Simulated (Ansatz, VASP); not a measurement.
# CsSrF3: VASP beside Ansatz

Wanted: the spread between two codes on one cell, functional and k mesh. The cell is taken from a series of runs on this material, whose earlier steps may have relaxed, scaled, displaced or heated it; both programs get it as it stands.

Calculated with Ansatz 0.2.0; plane waves, with VASP 6.6.1 beside it; zone-centre phonons at PBEsol.

## 1. The structure

Symmetry: Pm-3m, No. 221, cubic system. Conventional cell: a = 4.737 Å, b = 4.737 Å, c = 4.737 Å, α = 90.00°, β = 90.00°, γ = 90.00°. Nearest to Cs lie 12 F at 3.35 Å. Sr has 6 F at 2.37 Å nearest. Nearest to F lie 2 Sr at 2.37 Å and 4 Cs at 3.35 Å. Farther neighbours and most contacts between anions are not listed.

## 2. VASP: zone-centre phonons, PBEsol

Second derivatives magnify differences that forces hide, and they need a tight electronic threshold.

Lines of VASP's logs that name or quote its potential files are left out, and so is its time.

INCAR

```
SYSTEM = CsSrF3
PREC = Accurate
ENCUT = 600
EDIFF = 1E-08
NELM = 120
ISMEAR = 0
SIGMA = 0.01
LREAL = .FALSE.
ALGO = Normal
GGA = PS
NBANDS = 26
LORBIT = 11
LWAVE = .FALSE.
LCHARG = .FALSE.
ISIF = 2
IBRION = 8
LASPH = .TRUE.
GGA_COMPAT = .FALSE.
EFERMI = MIDGAP
KPAR = 2
```

POSCAR

```
CsSrF3
1.0
    4.7371927409      0.0000000000      0.0000000000
    0.0000000000      4.7371927409      0.0000000000
    0.0000000000      0.0000000000      4.7371927409
Cs Sr F
1 1 3
Direct
    0.0000000000      0.0000000000      0.0000000000
    0.5000000000      0.5000000000      0.5000000000
    0.0000000000      0.5000000000      0.5000000000
    0.5000000000      0.0000000000      0.5000000000
    0.5000000000      0.5000000000      0.0000000000
```

KPOINTS

```
Automatic mesh
0
Gamma
6 6 6
0 0 0
```

Potentials, in the order of the species: Cs_sv, Sr_sv and F (PBE family, release 64).

On the command line:

```bash
mpirun -np 2 vasp_std
```

Numbers of over 12 decimals in the logs are rounded to 6 here.

The log of the run:

```text
[banner, memory and clock lines left out]
running    2 mpi-ranks, on    1 nodes
 distrk:  each k-point on    1 cores,    2 groups
 distr:  one band on    1 cores,    1 groups

 POSCAR found type information on POSCAR CsSrF
 POSCAR found :  3 types and       5 ions
|                                                                             |
|               ----> ADVICE to this user running VASP <----                  |
|                                                                             |
|     You enforced a specific xc type in the INCAR file but a different       |
|     [... a line on the potential file left out ...]
|     I HOPE YOU KNOW WHAT YOU ARE DOING!                                     |
|                                                                             |

 LDA part: xc-table for (Slater+PW92), standard interpolation
 POSCAR, INCAR and KPOINTS ok, starting setup
 FFT: planning ... GRIDC
 FFT: planning ... GRID_SOFT
 FFT: planning ... GRID
 WAVECAR not read
 entering main loop
       N       E                     dE             d eps       ncg     rms          rms(c)
DAV:   1     0.305397526610E+03    0.30540E+03   -0.23106E+04  1040   0.161E+03
DAV:   2    -0.809890998008E+01   -0.31350E+03   -0.30658E+03  1296   0.329E+02
DAV:   3    -0.278284997574E+02   -0.19730E+02   -0.19685E+02  1280   0.872E+01
DAV:   4    -0.287118204818E+02   -0.88332E+00   -0.88241E+00  1782   0.115E+01
DAV:   5    -0.287166184295E+02   -0.47979E-02   -0.47977E-02  1282   0.877E-01    0.216E+01
DAV:   6    -0.258342130106E+02    0.28824E+01   -0.11235E+01  1086   0.260E+01    0.185E+01
DAV:   7    -0.257843838092E+02    0.49829E-01   -0.16187E+00  1376   0.671E+00    0.877E+00
DAV:   8    -0.257172526762E+02    0.67131E-01   -0.19482E-01  1340   0.343E+00    0.145E+00
DAV:   9    -0.257080024687E+02    0.92502E-02   -0.76606E-02  1334   0.153E+00    0.468E-01
DAV:  10    -0.257087272582E+02   -0.72479E-03   -0.99209E-03  1312   0.664E-01    0.261E-01
DAV:  11    -0.257088213945E+02   -0.94136E-04   -0.41614E-04  1364   0.125E-01    0.401E-02
DAV:  12    -0.257088588759E+02   -0.37481E-04   -0.12088E-04  1258   0.621E-02    0.144E-02
DAV:  13    -0.257088608699E+02   -0.19940E-05   -0.13707E-05  1342   0.227E-02    0.358E-03
DAV:  14    -0.257088608187E+02    0.51171E-07   -0.17465E-06  1272   0.833E-03    0.170E-03
DAV:  15    -0.257088608431E+02   -0.24445E-07   -0.32318E-07  1310   0.354E-03    0.762E-04
DAV:  16    -0.257088608502E+02   -0.70295E-08   -0.16901E-08  1060   0.748E-04
   1 F= -.25708861E+02 E0= -.25708861E+02  d E =0.000000E+00
 Linear response reoptimize wavefunctions to high precision
DAV:   1    -0.257088608544E+02   -0.42460E-08   -0.30760E-09   934   0.356E-04
DAV:   2    -0.257088608545E+02   -0.45020E-10   -0.37609E-10   622   0.997E-05
 Linear response DOF=           4
 Linear response progress:
  Degree of freedom:   1/  4
       N       E                     dE             d eps       ncg     rms          rms(c)
RMM:   1    -0.189370684591E+00   -0.18937E+00    0.86846E-02  3973   0.998E-01
RMM:   2    -0.191007541596E+00   -0.16369E-02   -0.28773E-03  3502   0.192E-01    0.216E-02
RMM:   3    -0.191158027830E+00   -0.15049E-03   -0.49806E-05  3762   0.333E-02    0.920E-03
RMM:   4    -0.191202027752E+00   -0.44000E-04   -0.12439E-05  3914   0.157E-02    0.196E-03
RMM:   5    -0.191200071852E+00    0.19559E-05   -0.13303E-06  4057   0.476E-03    0.708E-04
RMM:   6    -0.191195105877E+00    0.49660E-05   -0.17622E-07  4286   0.131E-03    0.387E-04
RMM:   7    -0.191189391279E+00    0.57146E-05   -0.36150E-08  4147   0.628E-04    0.105E-04
RMM:   8    -0.191189195395E+00    0.19588E-06    0.33379E-09  4346   0.257E-04    0.309E-05
RMM:   9    -0.191189391886E+00   -0.19649E-06   -0.32102E-08  4460   0.115E-04    0.162E-05
RMM:  10    -0.191189467757E+00   -0.75871E-07    0.51798E-08  4365   0.618E-05    0.860E-06
RMM:  11    -0.191189456834E+00    0.10924E-07   -0.40605E-08  4522   0.377E-05    0.328E-06
RMM:  12    -0.191189453067E+00    0.37668E-08    0.15296E-08  4150   0.258E-05    0.142E-06
 first order change of Fermi-energy  -0.87818E-04
 force on displaced ion       1 direction 1 :  -0.606  -0.000   0.000
 Linear response progress:
  Degree of freedom:   2/  4
       N       E                     dE             d eps       ncg     rms          rms(c)
RMM:   1    -0.301028004849E+00   -0.30103E+00    0.38693E-01  3528   0.229E+00
RMM:   2    -0.303164383511E+00   -0.21364E-02   -0.37453E-02  3495   0.545E-01    0.433E-01
RMM:   3    -0.304544155050E+00   -0.13798E-02   -0.46801E-03  3819   0.194E-01    0.297E-01
RMM:   4    -0.304650894082E+00   -0.10674E-03   -0.71627E-04  3507   0.123E-01    0.347E-02
RMM:   5    -0.304824190036E+00   -0.17330E-03   -0.12735E-04  4023   0.323E-02    0.218E-02
RMM:   6    -0.304881345039E+00   -0.57155E-04   -0.77546E-06  4143   0.963E-03    0.792E-03
RMM:   7    -0.304865593758E+00    0.15751E-04   -0.25383E-07  4183   0.383E-03    0.199E-03
RMM:   8    -0.304856486877E+00    0.91069E-05    0.66525E-07  4398   0.143E-03    0.494E-04
RMM:   9    -0.304855183041E+00    0.13038E-05   -0.40735E-06  4378   0.617E-04    0.111E-04
RMM:  10    -0.304855315753E+00   -0.13271E-06    0.22817E-06  4540   0.250E-04    0.357E-05
RMM:  11    -0.304855180665E+00    0.13509E-06    0.18913E-06  4580   0.115E-04    0.204E-05
RMM:  12    -0.304855057636E+00    0.12303E-06    0.63635E-07  4468   0.559E-05    0.118E-05
RMM:  13    -0.304854920068E+00    0.13757E-06    0.30942E-07  4372   0.357E-05    0.674E-06
RMM:  14    -0.304854993419E+00   -0.73351E-07    0.90285E-08  4172   0.262E-05    0.718E-06
RMM:  15    -0.304854990913E+00    0.25053E-08    0.25599E-08  3705   0.198E-05    0.785E-06
 first order change of Fermi-energy   0.46290E-04
 force on displaced ion       2 direction 1 :  -7.864   0.000  -0.000
 Linear response progress:
  Degree of freedom:   3/  4
       N       E                     dE             d eps       ncg     rms          rms(c)
RMM:   1    -0.542600357641E+00   -0.54260E+00    0.57954E-01  3548   0.304E+00
RMM:   2    -0.536785267599E+00    0.58151E-02   -0.26355E-02  3241   0.504E-01    0.571E-01
RMM:   3    -0.538707982356E+00   -0.19227E-02   -0.78782E-03  3574   0.173E-01    0.335E-01
RMM:   4    -0.540668533603E+00   -0.19606E-02   -0.14028E-03  3524   0.107E-01    0.232E-02
RMM:   5    -0.540670453250E+00   -0.19196E-05   -0.14212E-04  4185   0.237E-02    0.177E-02
RMM:   6    -0.540662623314E+00    0.78299E-05   -0.15150E-05  3931   0.111E-02    0.460E-03
RMM:   7    -0.540644148836E+00    0.18474E-04   -0.23986E-06  4146   0.353E-03    0.264E-03
RMM:   8    -0.540646160416E+00   -0.20116E-05   -0.14678E-06  4084   0.178E-03    0.746E-04
RMM:   9    -0.540650175384E+00   -0.40150E-05   -0.84354E-07  4063   0.712E-04    0.125E-04
RMM:  10    -0.540651363322E+00   -0.11879E-05   -0.14938E-07  4521   0.269E-04    0.734E-05
RMM:  11    -0.540651499863E+00   -0.13654E-06   -0.12745E-07  4592   0.114E-04    0.668E-05
RMM:  12    -0.540651567911E+00   -0.68048E-07   -0.29480E-08  4175   0.786E-05    0.194E-05
RMM:  13    -0.540651564295E+00    0.36158E-08   -0.35200E-08  4350   0.484E-05    0.115E-05
 first order change of Fermi-energy  -0.10727E-03
 force on displaced ion       3 direction 1 :  -7.740  -0.000  -0.000
 Linear response progress:
  Degree of freedom:   4/  4
       N       E                     dE             d eps       ncg     rms          rms(c)
RMM:   1    -0.537913366958E+00   -0.53791E+00    0.60003E-01  5764   0.316E+00
RMM:   2    -0.535534159789E+00    0.23792E-02   -0.74284E-03  5140   0.379E-01    0.982E-02
RMM:   3    -0.536737024276E+00   -0.12029E-02   -0.45611E-04  5318   0.937E-02    0.543E-02
RMM:   4    -0.538275718052E+00   -0.15387E-02   -0.29860E-04  5250   0.804E-02    0.111E-02
RMM:   5    -0.538282192762E+00   -0.64747E-05   -0.20477E-05  6096   0.167E-02    0.367E-03
RMM:   6    -0.538230143050E+00    0.52050E-04   -0.20279E-06  6059   0.615E-03    0.106E-03
RMM:   7    -0.538237292832E+00   -0.71498E-05   -0.52336E-07  6462   0.260E-03    0.551E-04
RMM:   8    -0.538228864581E+00    0.84283E-05    0.88609E-08  6589   0.104E-03    0.199E-04
RMM:   9    -0.538229745463E+00   -0.88088E-06    0.16339E-08  6716   0.483E-04    0.622E-05
RMM:  10    -0.538230003618E+00   -0.25816E-06   -0.33336E-07  7208   0.195E-04    0.397E-05
RMM:  11    -0.538229864738E+00    0.13888E-06    0.50804E-07  7153   0.105E-04    0.119E-05
RMM:  12    -0.538229869147E+00   -0.44088E-08   -0.71434E-08  7375   0.531E-05    0.605E-06
 first order change of Fermi-energy   0.49741E-04
 force on displaced ion       3 direction 2 :   0.000  -0.376   0.000
 Linear response finished
```

From OUTCAR (step 2):

```text
ion  position               nearest neighbor table
   1  0.000  0.000  0.000-   2 4.10   2 4.10   2 4.10   2 4.10   2 4.10   2 4.10   2 4.10   2 4.10

  LATTYP: Found a simple cubic cell.
 ALAT       =     4.7371927409

 Subroutine GETGRP returns: Found 48 space group operations
 (whereof 48 operations were pure point group operations)

The static configuration has the point symmetry O_h .

 Found     20 irreducible k-points:

   k-points           NKPTS =     20   k-points in BZ     NKDIM =     20   number of bands    NBANDS=     26

   dimension x,y,z NGX =    40 NGY =   40 NGZ =   40
   dimension x,y,z NGXF=    80 NGYF=   80 NGZF=   80

   ENCUT  =  600.0 eV  44.10 Ry    6.64 a.u.   9.46  9.46  9.46*2*pi/ulx,y,z

   NELECT =      40.0000    total number of electrons

 k-points in reciprocal lattice and weights: Automatic mesh
   0.00000000  0.00000000  0.00000000       0.005
   0.16666667  0.00000000  0.00000000       0.028
   0.33333333  0.00000000  0.00000000       0.028
   0.50000000  0.00000000  0.00000000       0.014
   0.16666667  0.16666667  0.00000000       0.056
   0.33333333  0.16666667  0.00000000       0.111
   0.50000000  0.16666667  0.00000000       0.056
   0.33333333  0.33333333  0.00000000       0.056
   0.50000000  0.33333333  0.00000000       0.056
[...]
0.50000000  0.50000000  0.33333333       0.028
   0.50000000  0.50000000  0.50000000       0.005

 average (electrostatic) potential at core
       1 -49.5796       2 -37.5567       3 -77.3995       4 -77.3995       5 -77.3995

  Total        0.1109525      0.1109525      0.1109525      0.0000000      0.0000000      0.0000000
  in kB        1.6721860      1.6721860      1.6721860      0.0000000      0.0000000      0.0000000
  external PRESSURE =       1.6721860 kB  Pullay stress =       0.0000000 kB

  energy-cutoff  :      600.00
  volume of cell :      106.31
      direct lattice vectors                 reciprocal lattice vectors
     4.737192741  0.000000000  0.000000000     0.211095485  0.000000000  0.000000000
     0.000000000  4.737192741  0.000000000     0.000000000  0.211095485  0.000000000
     0.000000000  0.000000000  4.737192741     0.000000000  0.000000000  0.211095485

 POSITION                                       TOTAL-FORCE (eV/Angst)
 -----------------------------------------------------------------------------------
      0.00000      0.00000      0.00000         0.000000      0.000000      0.000000
      2.36860      2.36860      2.36860         0.000000      0.000000      0.000000
      0.00000      2.36860      2.36860         0.000000      0.000000      0.000000
      2.36860      0.00000      2.36860         0.000000      0.000000      0.000000
      2.36860      2.36860      0.00000         0.000000      0.000000      0.000000
 -----------------------------------------------------------------------------------
    total drift:                                0.000000      0.000000     -0.000000

 Eigenvectors and eigenvalues of the dynamical matrix
 ----------------------------------------------------

   1 f  =   10.764148 THz    67.633139 2PiTHz  359.053339 cm-1    44.516920 meV
             X         Y         Z           dx          dy          dz
      0.000000  0.000000  0.000000     0.005948   -0.000354    0.000000
      2.368596  2.368596  2.368596     0.374673   -0.022318   -0.000000
      0.000000  2.368596  2.368596    -0.922527   -0.002976    0.000000
      2.368596  0.000000  2.368596     0.049967    0.054952   -0.000000
      2.368596  2.368596  0.000000     0.049967   -0.002976   -0.000000

   2 f  =   10.764148 THz    67.633139 2PiTHz  359.053339 cm-1    44.516920 meV
             X         Y         Z           dx          dy          dz
      0.000000  0.000000  0.000000    -0.000000   -0.000000   -0.005959
      2.368596  2.368596  2.368596    -0.000000   -0.000000   -0.375337
      0.000000  2.368596  2.368596     0.000000   -0.000000   -0.050055
      2.368596  0.000000  2.368596    -0.000000    0.000000   -0.050055
      2.368596  2.368596  0.000000    -0.000000   -0.000000    0.924162

   3 f  =   10.764148 THz    67.633139 2PiTHz  359.053339 cm-1    44.516920 meV
             X         Y         Z           dx          dy          dz
      0.000000  0.000000  0.000000     0.000354    0.005948   -0.000000
      2.368596  2.368596  2.368596     0.022318    0.374673    0.000000
      0.000000  2.368596  2.368596    -0.054952    0.049967    0.000000
      2.368596  0.000000  2.368596     0.002976   -0.922527    0.000000
      2.368596  2.368596  0.000000     0.002976    0.049967    0.000000

   4 f  =    3.568916 THz    22.424162 2PiTHz  119.046232 cm-1    14.759845 meV
             X         Y         Z           dx          dy          dz
      0.000000  0.000000  0.000000    -0.217720   -0.141507   -0.009030
      2.368596  2.368596  2.368596     0.551337    0.358341    0.022868
      0.000000  2.368596  2.368596     0.179275   -0.259434   -0.016556
      2.368596  0.000000  2.368596    -0.399160    0.116520   -0.016556
      2.368596  2.368596  0.000000    -0.399160   -0.259434    0.007436

   5 f  =    3.568916 THz    22.424162 2PiTHz  119.046232 cm-1    14.759845 meV
             X         Y         Z           dx          dy          dz
      0.000000  0.000000  0.000000    -0.008364   -0.003702    0.259661
      2.368596  2.368596  2.368596     0.021180    0.009375   -0.657546
      0.000000  2.368596  2.368596     0.006887   -0.006787    0.476054
      2.368596  0.000000  2.368596    -0.015334    0.003048    0.476054
      2.368596  2.368596  0.000000    -0.015334   -0.006787   -0.213811

   6 f  =    3.568916 THz    22.424162 2PiTHz  119.046232 cm-1    14.759845 meV
             X         Y         Z           dx          dy          dz
      0.000000  0.000000  0.000000    -0.141548    0.217876   -0.001453
      2.368596  2.368596  2.368596     0.358445   -0.551731    0.003679
      0.000000  2.368596  2.368596     0.116554    0.399445   -0.002664
      2.368596  0.000000  2.368596    -0.259509   -0.179404   -0.002664
      2.368596  2.368596  0.000000    -0.259509    0.399445    0.001196

   7 f  =    1.731805 THz    10.881252 2PiTHz   57.766796 cm-1     7.162167 meV
             X         Y         Z           dx          dy          dz
      0.000000  0.000000  0.000000    -0.000000   -0.000000   -0.000000
      2.368596  2.368596  2.368596     0.000000   -0.000000   -0.000000
      0.000000  2.368596  2.368596     0.000000   -0.326724   -0.522876
      2.368596  0.000000  2.368596    -0.346197   -0.000000    0.522876
      2.368596  2.368596  0.000000     0.346197    0.326724   -0.000000

   8 f  =    1.731805 THz    10.881252 2PiTHz   57.766796 cm-1     7.162167 meV
             X         Y         Z           dx          dy          dz
      0.000000  0.000000  0.000000     0.000000   -0.000000    0.000000
      2.368596  2.368596  2.368596    -0.000000   -0.000000    0.000000
      0.000000  2.368596  2.368596    -0.000000   -0.518533    0.005726
      2.368596  0.000000  2.368596     0.480719   -0.000000   -0.005726
      2.368596  2.368596  0.000000    -0.480719    0.518533    0.000000

   9 f  =    1.731805 THz    10.881252 2PiTHz   57.766796 cm-1     7.162167 meV
             X         Y         Z           dx          dy          dz
      0.000000  0.000000  0.000000     0.000000    0.000000   -0.000000
      2.368596  2.368596  2.368596    -0.000000    0.000000    0.000000
      0.000000  2.368596  2.368596    -0.000000    0.352668   -0.475991
      2.368596  0.000000  2.368596     0.386079    0.000000    0.475991
      2.368596  2.368596  0.000000    -0.386079   -0.352668    0.000000

  10 f  =    0.829417 THz     5.211380 2PiTHz   27.666367 cm-1     3.430191 meV
             X         Y         Z           dx          dy          dz
      0.000000  0.000000  0.000000     0.000520   -0.013041   -0.607789
      2.368596  2.368596  2.368596    -0.000324    0.008124    0.378650
      0.000000  2.368596  2.368596    -0.000172    0.010136    0.472408
      2.368596  0.000000  2.368596    -0.000404    0.004314    0.472408
      2.368596  2.368596  0.000000    -0.000404    0.010136    0.201039

  11 f  =    0.829417 THz     5.211380 2PiTHz   27.666367 cm-1     3.430191 meV
             X         Y         Z           dx          dy          dz
      0.000000  0.000000  0.000000     0.563739    0.227503   -0.004399
      2.368596  2.368596  2.368596    -0.351206   -0.141733    0.002741
      0.000000  2.368596  2.368596    -0.186468   -0.176828    0.003419
      2.368596  0.000000  2.368596    -0.438170   -0.075251    0.003419
      2.368596  2.368596  0.000000    -0.438170   -0.176828    0.001455

  12 f  =    0.829417 THz     5.211380 2PiTHz   27.666367 cm-1     3.430191 meV
             X         Y         Z           dx          dy          dz
      0.000000  0.000000  0.000000     0.227545   -0.563605    0.012287
      2.368596  2.368596  2.368596    -0.141759    0.351123   -0.007655
      0.000000  2.368596  2.368596    -0.075265    0.438066   -0.009550
      2.368596  0.000000  2.368596    -0.176861    0.186424   -0.009550
      2.368596  2.368596  0.000000    -0.176861    0.438066   -0.004064

  13 f/i=    0.077834 THz     0.489043 2PiTHz    2.596250 cm-1     0.321894 meV
             X         Y         Z           dx          dy          dz
      0.000000  0.000000  0.000000    -0.001514    0.001892    0.750248
      2.368596  2.368596  2.368596    -0.001073    0.001341    0.531765
      0.000000  2.368596  2.368596    -0.000493    0.000549    0.217516
      2.368596  0.000000  2.368596    -0.000439    0.000616    0.217516
      2.368596  2.368596  0.000000    -0.000439    0.000549    0.244370

  14 f/i=    0.077834 THz     0.489043 2PiTHz    2.596250 cm-1     0.321894 meV
             X         Y         Z           dx          dy          dz
      0.000000  0.000000  0.000000     0.452644    0.598324   -0.000595
      2.368596  2.368596  2.368596     0.320828    0.424083   -0.000422
      0.000000  2.368596  2.368596     0.147435    0.173469   -0.000173
      2.368596  0.000000  2.368596     0.131233    0.194885   -0.000173
      2.368596  2.368596  0.000000     0.131233    0.173469   -0.000194

  15 f/i=    0.077834 THz     0.489043 2PiTHz    2.596250 cm-1     0.321894 meV
             X         Y         Z           dx          dy          dz
      0.000000  0.000000  0.000000     0.598322   -0.452641    0.002349
      2.368596  2.368596  2.368596     0.424082   -0.320825    0.001665
      0.000000  2.368596  2.368596     0.194885   -0.131232    0.000681
      2.368596  0.000000  2.368596     0.173469   -0.147434    0.000681
      2.368596  2.368596  0.000000     0.173469   -0.131232    0.000765

 ELASTIC MODULI CONTR FROM IONIC RELAXATION (kBar)
 Direction    XX          YY          ZZ          XY          YZ          ZX
 --------------------------------------------------------------------------------
 XX           0.0000      0.0000      0.0000      0.0000      0.0000      0.0000
 YY           0.0000      0.0000      0.0000      0.0000      0.0000      0.0000
 ZZ           0.0000      0.0000      0.0000      0.0000      0.0000      0.0000
 XY           0.0000      0.0000      0.0000      0.0000      0.0000      0.0000
 YZ           0.0000      0.0000      0.0000      0.0000      0.0000      0.0000
 ZX           0.0000      0.0000      0.0000      0.0000      0.0000      0.0000
 --------------------------------------------------------------------------------
```

(Part 1 of 2 ends here.)

[Lines on the potential files, build, host, timing and source positions are cut from VASP's logs without a mark.]

[Logs are printed without paths, hosts, clocks, repeated set-up lines and the standing remarks that a program may print on its own settings, such as how far it seeks lower states.]

[Hosts, paths, dates, database ids (printed as entryN), source tags and the programs' standing remarks are cut or masked in the printed files.]
